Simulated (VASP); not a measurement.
Given:

```
P
1.0
    1.67638    -5.57415     0.00000
    1.67638     5.57415     0.00000
    0.00000     0.00000     4.57058
P
4
Direct
  0.09620   0.90380   0.91463
  0.40380   0.59620   0.41463
  0.59620   0.40380   0.58537
  0.90380   0.09620   0.08537
```

All values below come from PW91 GGA, VASP's PBE PAW potentials (set 64) (plane waves; VASP). Run with 520 eV cut-off, 7×7×5 Γ-centred mesh, Gaussian smearing of 0.050 eV, potentials P.

Without a dispersion term in the relaxation, distances and binding between the weakly bound layers, chains or molecules are unreliable, and so is what depends on them.

Question: The ions and cell shape at fixed volume are relaxed. Predict the relaxed structure.

Answer: 
```
P
1.0
    1.65817    -5.63820     0.00000
    1.65817     5.63820     0.00000
    0.00000     0.00000     4.56828
P
4
Cartesian
  1.65817   4.57974   4.17085
  1.65817   1.05846   1.88671
  1.65817  -1.05846   2.68157
  1.65817  -4.57974   0.39743
```
Space group Cmce (64), at a tolerance of 0.03 Å.

Question: How much energy does the relaxation gain?

Answer: The energy (σ→0) changes by -3.7 meV/atom, in 13 ionic steps.

```csv
step,E(σ→0) (eV),max force (eV/Å),pressure (GPa),volume (Å³)
1,-21.4739,0.240,-1.90,85.42
2,-21.4833,0.123,-1.15,85.42
3,-21.4858,0.129,-0.54,85.42
4,-21.4879,0.040,-0.19,85.42
5,-21.4880,0.015,-0.25,85.42
6,-21.4884,0.015,-0.18,85.42
7,-21.4884,0.013,-0.18,85.42
8,-21.4885,0.012,-0.17,85.42
9,-21.4887,0.010,-0.14,85.42
10,-21.4887,0.011,-0.08,85.42
11,-21.4887,0.010,-0.11,85.42
12,-21.4887,0.020,-0.14,85.42
13,-21.4887,0.003,-0.12,85.42
```

The compound is P in the black structure. This cell is one point of a volume scan, at 1.03 of the reference volume. Symmetry was kept, so distortions that lower it aren't found.
